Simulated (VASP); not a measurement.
Input:

```
CELL_PARAMETERS angstrom
      5.57642     0.00000     0.00000
      0.00000     5.57642     0.00000
      0.00000     0.00000    20.10587
ATOMIC_POSITIONS crystal
  Pd 0.25000 0.25000 0.35291
  Pd 0.75000 0.25000 0.35291
  Pd 0.25000 0.75000 0.35291
  Pd 0.75000 0.75000 0.35291
  Pd 0.00000 0.00000 0.45097
  Pd 0.50000 0.00000 0.45097
  Pd 0.00000 0.50000 0.45097
  Pd 0.50000 0.50000 0.45097
  Pd 0.25000 0.25000 0.54903
  Pd 0.75000 0.25000 0.54903
  Pd 0.25000 0.75000 0.54903
  Pd 0.75000 0.75000 0.54903
  Pd 0.00000 0.00000 0.64709
  Pd 0.50000 0.00000 0.64709
  Pd 0.00000 0.50000 0.64709
  Pd 0.50000 0.50000 0.64709
  F  0.25000 0.00000 0.72120
```

All values below come from PBE GGA, VASP's PBE PAW potentials (set 64) (plane waves; VASP 6.6.1). Run with PREC = Normal, EDIFF = 1E-5, 400 eV cut-off, 5×5×1 Γ-centred mesh, first-order Methfessel-Paxton smearing of 0.10 eV, potentials Pd F.

Q: The ions are relaxed. Which structure does the run end with?

A: 
```
CELL_PARAMETERS angstrom
      5.57642     0.00000     0.00000
      0.00000     5.57642     0.00000
      0.00000     0.00000    20.10587
ATOMIC_POSITIONS crystal
  Pd 0.25000 0.24953 0.35452
  Pd 0.75000 0.24977 0.35462
  Pd 0.25000 0.75047 0.35452
  Pd 0.75000 0.75023 0.35462
  Pd 0.99997 0.00000 0.45119
  Pd 0.50003 0.00000 0.45119
  Pd 0.99933 0.50000 0.45099
  Pd 0.50067 0.50000 0.45099
  Pd 0.25000 0.24844 0.54804
  Pd 0.75000 0.24675 0.54820
  Pd 0.25000 0.75156 0.54804
  Pd 0.75000 0.75325 0.54820
  Pd 0.98752 0.00000 0.64781
  Pd 0.51248 0.00000 0.64781
  Pd 0.99926 0.50000 0.64339
  Pd 0.50074 0.50000 0.64339
  F  0.25000 0.00000 0.72367
```

Q: How much energy does the relaxation gain?

A: The energy (σ→0) changes by -7.5 meV/atom, in 9 ionic steps.

The cell is a thin slab with vacuum, built from Pd (fcc): (100) face, F adsorbed.
